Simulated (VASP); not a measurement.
Calculation: AM05 GGA, VASP's PBE PAW potentials (set 64) (plane waves; VASP).

Input for VASP

### POSCAR
```
CdTe
4.6152120
  0.0000000000   0.7071067658   0.7071067658
  0.7071067658   0.0000000000   0.7071067658
  0.7071067658   0.7071067658   0.0000000000
Cd Te
1 1
direct
  0.0000000000   0.0000000000   0.0000000000
  0.2500000000   0.2500000000   0.2500000000
```

### INCAR
```
SYSTEM=CdTe
PREC=Accurate; ENCUT=520; LREAL=.FALSE.
LASPH=.TRUE.
EDIFF=1E-7; NELM=100; ALGO=Normal
LMAXMIX=4
ISMEAR=-5
GGA=AM
ISIF=2
LWAVE=.FALSE.; LCHARG=.TRUE.; LORBIT=11
NEDOS=601
```

**KPOINTS**
```
Regular mesh
0
Gamma
 8 8 8
```

POTCAR, in this order: Cd Te (PBE.64 set). Program: vasp_std.

What VASP printed:

OSZICAR:
```
       N       E                     dE             d eps       ncg     rms          rms(c)
DAV:   1     0.102425547800E+03    0.10243E+03   -0.83820E+03   754   0.120E+03
DAV:   2    -0.951893597693E+00   -0.10338E+03   -0.99692E+02   849   0.277E+02
DAV:   3    -0.519978562965E+01   -0.42479E+01   -0.42392E+01   879   0.584E+01
DAV:   4    -0.524284593923E+01   -0.43060E-01   -0.43055E-01  1081   0.518E+00
DAV:   5    -0.524295866130E+01   -0.11272E-03   -0.11272E-03   884   0.256E-01    0.547E+00
DAV:   6    -0.500748427492E+01    0.23547E+00   -0.51849E-01   859   0.963E+00    0.449E+00
DAV:   7    -0.499089448727E+01    0.16590E-01   -0.12057E-01   879   0.255E+00    0.176E+00
DAV:   8    -0.499119721895E+01   -0.30273E-03   -0.10470E-02   784   0.139E+00    0.540E-01
DAV:   9    -0.499158350945E+01   -0.38629E-03   -0.10504E-03   859   0.356E-01    0.116E-01
DAV:  10    -0.499170125955E+01   -0.11775E-03   -0.16234E-04   824   0.128E-01    0.522E-02
DAV:  11    -0.499177614523E+01   -0.74886E-04   -0.14884E-04   769   0.756E-02    0.411E-02
DAV:  12    -0.499177388808E+01    0.22571E-05   -0.45298E-06   933   0.179E-02    0.219E-02
DAV:  13    -0.499177390234E+01   -0.14259E-07   -0.84492E-07   794   0.554E-03
   1 F= -.49917739E+01 E0= -.49917739E+01  d E =0.000000E+00
```

OUTCAR:
```
------------------------ aborting loop because EDIFF is reached ----------------------------------------
  FORCE on cell =-STRESS in cart. coord.  units (eV):
  Direction    XX          YY          ZZ          XY          YZ          ZX
  --------------------------------------------------------------------------------------
  Total       -0.0039409     -0.0039409     -0.0039409      0.0000000      0.0000000      0.0000000
  in kB       -0.0908336     -0.0908336     -0.0908336      0.0000000      0.0000000      0.0000000
  external PRESSURE =      -0.0908336 kB  Pullay stress =       0.0000000 kB
  volume of cell :       69.51
      direct lattice vectors                 reciprocal lattice vectors
     0.000000000  3.263447631  3.263447631    -0.153212203  0.153212203  0.153212203
     3.263447631  0.000000000  3.263447631     0.153212203 -0.153212203  0.153212203
     3.263447631  3.263447631  0.000000000     0.153212203  0.153212203 -0.153212203
  FREE ENERGIE OF THE ION-ELECTRON SYSTEM (eV)
  ---------------------------------------------------
  free  energy   TOTEN  =        -4.9917739023 eV

  energy  without entropy=       -4.9917739023  energy(sigma->0) =       -4.99177390

 total charge

# of ion       s       p       d       tot
------------------------------------------
    1        0.471   0.307   9.532  10.311
    2        1.349   2.044   0.020   3.414
--------------------------------------------------
tot          1.821   2.352   9.552  13.725
```
(Selected blocks of OUTCAR.)

### OUTCAR
```
 val. band max:        2.0943446524   @ k =   0.0000   0.0000   0.0000

 cond. band min:       2.7736978693   @ k =   0.0000   0.0000   0.0000


 Fermi energy:         2.1055752979

 k-point     1 :       0.0000    0.0000    0.0000
  band No.  band energies     occupation
      1      -8.9823      2.00000
      2      -6.1067      2.00000
      3      -6.1067      2.00000
      4      -6.1067      2.00000
      5      -5.8602      2.00000
      6      -5.8602      2.00000
      7       2.0943      2.00000
      8       2.0943      2.00000
      9       2.0943      2.00000
     10       2.7737      0.00000
     11       6.6959      0.00000
     12       6.6959      0.00000
     13       6.6959      0.00000

 k-point     2 :       0.1250    0.0000    0.0000
  band No.  band energies     occupation
      1      -8.9269      2.00000
      2      -6.0962      2.00000
      3      -6.0962      2.00000
      4      -6.0620      2.00000
      5      -5.8610      2.00000
      6      -5.8610      2.00000
      7       0.8754      2.00000
      8       1.9623      2.00000
      9       1.9623      2.00000
     10       3.6663      0.00000
     11       6.6871      0.00000
     12       6.9019      0.00000
     13       6.9019      0.00000

 k-point     3 :       0.2500    0.0000    0.0000
  band No.  band energies     occupation
      1      -8.7925      2.00000
      2      -6.0729      2.00000
      3      -6.0729      2.00000
      4      -5.9141      2.00000
      5      -5.8604      2.00000
      6      -5.8604      2.00000
      7      -0.5869      2.00000
      8       1.6816      2.00000
      9       1.6816      2.00000
     10       4.0282      0.00000
     11       7.2381      0.00000
     12       7.2381      0.00000
     13       7.4418      0.00000

 k-point     4 :       0.3750    0.0000    0.0000
  band No.  band energies     occupation
      1      -8.6593      2.00000
      2      -6.0534      2.00000
      3      -6.0534      2.00000
...
```

Unless said otherwise, spin-orbit coupling is left out, though it shifts the bands of the heavy elements here.

The compound is CdTe in the zinc blende structure. It was relaxed first.
